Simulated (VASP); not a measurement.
```
Si
1.0
    0.00000     2.76714     2.76714
    2.76714     0.00000     2.76714
    2.76714     2.76714     0.00000
Si
2
Cartesian
  0.00000   0.00000   0.00000
  1.38357   1.38357   1.38357
```

These are SCAN meta-GGA, VASP's PBE PAW potentials (set 64) (plane waves; VASP) values and carry that method's errors. Settings: 520 eV cut-off, 8×8×8 Γ-centred mesh, Gaussian smearing of 0.050 eV, potentials Si.

Q: What does the run give for the energy per atom (σ→0), pressure?

A: 
```
Quantity                       Result
---------------------  --------------
energy per atom (σ→0)  -9.986 eV/atom
pressure                    -5.14 GPa
```

Only differences to runs with the same potentials and settings are physical.

The compound is Si in the diamond structure. This cell is one point of a volume scan, at 1.06 of the reference volume.
